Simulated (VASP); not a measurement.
Consider the following.

```yaml
crystal:
  lattice:
    - [0.00000, 3.51390, 3.51390]
    - [3.51390, 0.00000, 3.51390]
    - [3.51390, 3.51390, 0.00000]
  atoms:
    - { symbol: Rb, position: [0.00000, 0.00000, 0.00000] }
    - { symbol: Br, position: [0.50000, 0.50000, 0.50000] }
```
Cell charge +0.1.

All values below come from PBE GGA, VASP's PBE PAW potentials (set 64) (plane waves; VASP). Run with NELECT = 15.9, 400 eV cut-off, 6×6×6 Γ-centred mesh, Gaussian smearing of 0.050 eV, potentials Rb_sv Br.

The cell is charged, with a uniform compensating background.

**Question.** Predict the energy per atom (σ→0), band gap (on the k-mesh) with the smallest direct gap where there is one.

**Answer.** 
```json
{
  "band gap (on the k-mesh)": "none (metal, semimetal or under 0.01 eV)",
  "energy per atom (σ→0)": "-284.9 kJ/mol of atoms"
}
```

Total energies compare only between runs with the same potentials, cut-off and functional.

The compound is RbBr in the rock salt structure. The cell was not relaxed at this level. The run is one of a series of settings (NELECT = 15.9 against the base run), some of them coarse on purpose.
